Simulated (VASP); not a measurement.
**AlGa3Sb4 (ordered alloy cell): computed properties**

These are PBEsol GGA, VASP's PBE PAW potentials (set 64) (plane waves; VASP) values and carry that method's errors.

- space group: P-43m (215)
- cell: a = b = c = 6.123 Å, α = β = γ = 90.00°
- volume per atom: 28.69 Å³/atom
- band gap (over mesh and band path): 0.29 eV
- smallest direct gap (over mesh and band path): 0.29 eV
- band-edge character: direct, Γ to Γ
- density: 5.23 g/cm³

Space group P-43m (No. 215); a = 6.1226 Å, b = 6.1226 Å, c = 6.1226 Å, α = 90.00°, β = 90.00°, γ = 90.00°

```json
[
 {"atom": "Ga", "site": "3d", "symmetry": "-42.m", "x": "0.0000", "y": "0.0000", "z": "0.5000"},
 {"atom": "Sb", "site": "4e", "symmetry": ".3m", "x": "0.7508", "y": "0.7508", "z": "0.7508"},
 {"atom": "Al", "site": "1b", "symmetry": "-43m", "x": "0.5000", "y": "0.5000", "z": "0.5000"}
]
```

Unless said otherwise, spin-orbit coupling is left out, though it shifts the bands of the heavy elements here.

The structure was generated: AlGa3Sb4 was put into an ordered model structure (P-43m), which need not be its known phase. It was relaxed first. Symmetry was kept, so distortions that lower it aren't found.
